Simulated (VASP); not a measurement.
Given:

```yaml
crystal:
  lattice:
    - [0.00000, 3.00000, 3.00000]
    - [3.00000, 0.00000, 3.00000]
    - [3.00000, 3.00000, 0.00000]
  atoms:
    - { symbol: Li, position: [0.25000, 0.25000, 0.25000] }
    - { symbol: Li, position: [0.75000, 0.75000, 0.75000] }
    - { symbol: Se, position: [0.00000, 0.00000, 0.00000] }
```

Level of theory: PBE GGA, VASP's PBE PAW potentials (set 64) (plane waves; VASP). Numerical set-up: 520 eV cut-off, 6×6×6 Γ-centred mesh, Gaussian smearing of 0.050 eV, potentials Li_sv Se.

### Question
Predict the energy per atom (σ→0), band gap (on the k-mesh) with the smallest direct gap where there is one.

### Answer

The band gap (on the k-mesh) comes out as 2.97 eV, the smallest direct gap (on the k-mesh) comes out as 3.40 eV and the energy per atom (σ→0) is -3.711 eV/atom.

The compound is Li2Se in the antifluorite structure. The cell was not relaxed at this level.
